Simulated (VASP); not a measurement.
## Lu3Si: equation of state with PBE

Lu3Si:

```
Lu Si
1.0
    -2.19457    2.19457    4.95772
     2.19457   -2.19457    4.95772
     2.19457    2.19457   -4.95772
Lu Si
3 1
Direct
  0.50000 0.50000 0.00000
  0.25000 0.75000 0.50000
  0.75000 0.25000 0.50000
  0.00000 0.00000 0.00000
```

The cell comes from a database or a generator and needn't be the stable form of this composition.

- Program: VASP 6.6.1
- Task: equation of state
- Functional: PBE
- Potentials or basis: VASP PAW PBE potentials, release 64 (Lu, Si)
- Cutoff: 520 eV
- k mesh: 9 × 9 × 9
- Occupations: fermi-dirac, width 0.05 eV
- Spin: no spin polarisation

* Equilibrium volume: 23.71 Å³/atom
* Bulk modulus at fixed shape and positions: 61 GPa
* Pressure derivative of the bulk modulus: 3.6

Energy against volume, from the lowest point:
```tsv
volume (Å³/atom)	energy (meV/atom)
22.444	13.78
22.922	5.05
23.399	0.59
23.877	0.00
24.355	2.95
24.832	9.13
```

All runs of the series together: 52 min on 1 thread of Intel(R) Xeon(R) Platinum 8488C (Sapphire Rapids), on a shared host.

Caveat: the cell was scaled at fixed shape and fractional positions, which overstates the stiffness of a crystal with free parameters, most of all of layers and chains. The run has no spin-orbit coupling, so splittings on Lu are missing.
